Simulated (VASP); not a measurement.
Given:

```xyz
2
Lattice="0.0000 3.0630 3.0630 3.0630 0.0000 3.0630 3.0630 3.0630 0.0000" Properties=species:S:1:pos:R:3 pbc="T T T"
Cd     0.0000     0.0000     0.0000
Se     1.7315     1.5315     1.5315
```

Calculation: r2SCAN meta-GGA, VASP's PBE PAW potentials (set 64) (plane waves; VASP). Numerical set-up: 480 eV cut-off, 8×8×8 Γ-centred mesh, Gaussian smearing of 0.050 eV, potentials Cd Se.

### Question
Give the force on each atom (eV/Å).

### Answer

```tsv
atom	Fx	Fy	Fz
Cd1	0.918	0.000	0.000
Se2	-0.918	0.000	0.000
```

### Question
Give the stress tensor in GPa (positive for a compressed cell).

### Answer

```
 0.56   0.00   0.00
 0.00   1.50  -3.52
 0.00  -3.52   1.50
```
The pressure is its mean diagonal, 1.18 GPa.

The compound is CdSe in the zinc blende structure, whereas wurtzite is the usual form. This cell was strained or had an atom moved on purpose.
